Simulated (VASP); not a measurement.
All values below come from r2SCAN meta-GGA, VASP's PBE PAW potentials (set 64) (plane waves; VASP 6.6.1).

The input files of a VASP run:

### KPOINTS
```
Automatic
0
G
 8 8 8
0 0 0
```

POSCAR:
```
Ni3Si
1
    3.4629639637     0.0000000000    -0.0000000000
    0.0000000000     3.4629639637    -0.0000000000
    0.0000000000    -0.0000000000     3.4629639637
Si Ni
1 3
Direct
  0.0000000000   0.0000000000   0.0000000000
  0.0000000000   0.5000000000   0.5000000000
  0.5000000000   0.0000000000   0.5000000000
  0.5000000000   0.5000000000   0.0000000000
```

### INCAR
```
LWAVE = .False.
ALGO = Normal   # blocked Davidson
LMIXTAU = .True.
LASPH = .True.
SIGMA = 0.1
LREAL = .False.
EDIFF = 1E-6   # SCF stop (eV)
ISMEAR = 1   # Methfessel-Paxton
METAGGA = R2SCAN
NELM = 100   # most electronic steps
IBRION = 2
PREC = Accurate
ISIF = 3   # ions, shape and volume
LCHARG = .False.
SYSTEM = Ni3Si
LMAXMIX = 4   # l cut-off of mixed one-centre charges
NSW = 60
EDIFFG = -0.02   # ionic stop
ENCUT = 480
```

POTCAR, in this order: Si Ni (PBE.64 set). Program: vasp_std.

Q: Estimate the energy per atom (σ→0), volume per atom, band gap (on the k-mesh).

A: 
```json
{
  "energy per atom (σ→0)": "-11.593 eV/atom",
  "band gap (on the k-mesh)": "none (metal, semimetal or under 0.01 eV)",
  "volume_per_atom": "10.41 Å^3/atom"
}
```

**OSZICAR**
```
...
DAV:   2    -0.463743784606E+02    0.11042E-02   -0.57559E-02  1650   0.418E+00    0.448E-01
DAV:   3    -0.463706991156E+02    0.36793E-02   -0.14846E-02  1650   0.219E+00    0.939E-02
DAV:   4    -0.463705816825E+02    0.11743E-03   -0.50480E-04  1499   0.172E-01    0.255E-02
DAV:   5    -0.463705756727E+02    0.60098E-05   -0.32550E-05  1621   0.632E-02    0.159E-02
DAV:   6    -0.463705717074E+02    0.39653E-05   -0.98413E-06  1869   0.430E-02    0.672E-03
DAV:   7    -0.463705703252E+02    0.13822E-05   -0.87970E-06  1550   0.354E-02    0.319E-03
DAV:   8    -0.463705709183E+02   -0.59306E-06   -0.36812E-06  1252   0.273E-02
   3 F= -.46370571E+02 E0= -.46370800E+02  d E =-.207370E-03
```

The compound is Ni3Si in the L1_2 structure. This run relaxes it. Symmetry was kept, so distortions that lower it aren't found. The start is the result of an earlier pass. The run is not spin-polarised, so no magnetic state was tried.
